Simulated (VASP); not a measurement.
An input for Ansatz (written as the equivalent of a VASP run, and not itself run):

Ansatz 0.2 input:
```yaml
crystal:
  lattice:
    - [-1.9902471, 1.9902471, 3.8859285]
    - [1.9902471, -1.9902471, 3.8859285]
    - [1.9902471, 1.9902471, -3.8859285]
  atoms:
    - { symbol: Be, position: [1.0000000, 0.0000000, 0.0000000] }
    - { symbol: Be, position: [0.7500000, 0.2500000, 0.5000000] }
    - { symbol: Be, position: [0.2500000, 0.7500000, 0.5000000] }
    - { symbol: Zn, position: [0.5000000, 0.5000000, 0.0000000] }
    - { symbol: O, position: [0.0835166, 0.0835166, 0.4412627] }
    - { symbol: O, position: [0.9164834, 0.3577461, 1.0000000] }
    - { symbol: O, position: [0.6422539, 0.6422539, 0.5587373] }
    - { symbol: O, position: [0.3577461, 0.9164834, 0.0000000] }
kpoints:
  mp_grid: { grid: [9, 9, 9] }
hamiltonian:
  xc: lda
  pseudopotentials: { kind: paw }
scf:
  occupations: { method: tetrahedron }
  max_iter: 100
output: { forces: true, stress: true, eigenvalues: true }
```

Question: Write the VASP files for the same calculation (LDA).

Answer: One answer among several that fit: 
### KPOINTS
```
Automatic mesh
0
Gamma
9 9 9
0 0 0
```

### INCAR
```
# general
SYSTEM  = Be3ZnO4
PREC    = Accurate
ENCUT   = 520
LREAL   = .FALSE.
LASPH   = .TRUE.

# electronic loop
EDIFF   = 1E-7
NELM    = 100
ALGO    = Normal
LMAXMIX = 4

# smearing
ISMEAR  = -5

# ions
ISIF    = 2

# output
LWAVE   = .FALSE.
LCHARG  = .TRUE.
LORBIT  = 11
NEDOS   = 601

# other
LEFG    = .TRUE.
```

POSCAR:
```
Be3ZnO4
1
   -1.9902471467     1.9902471467     3.8859285371
    1.9902471467    -1.9902471467     3.8859285371
    1.9902471467     1.9902471467    -3.8859285371
Be Zn O
3 1 4
Direct
  1.0000000000   0.0000000000   0.0000000000
  0.7500000000   0.2500000000   0.5000000000
  0.2500000000   0.7500000000   0.5000000000
  0.5000000000   0.5000000000   0.0000000000
  0.0835165996   0.0835165996   0.4412626513
  0.9164834004   0.3577460517   1.0000000000
  0.6422539483   0.6422539483   0.5587373487
  0.3577460517   0.9164834004   0.0000000000
```

POTCAR, in this order: Be Zn O (LDA.64 set). Program: vasp_std.

Limits of the translation: each code has its own PAW files, so the cut-off isn't converted (ENCUT is set for VASP's; basis.ecutwfc is left out, and Ansatz then takes the one that its files recommend); Ansatz stops its SCF on the density residual and VASP on the energy change (EDIFF); Ansatz's lda is the Perdew-Wang form, while the LDA potentials of VASP carry Perdew-Zunger's; the field gradients of LEFG aren't asked of the other code.

The structure comes from a computed database's Be3ZnO4 entry (I-42m); how it stands against other phases isn't given here. It was relaxed first, which changed the volume by -6 %.
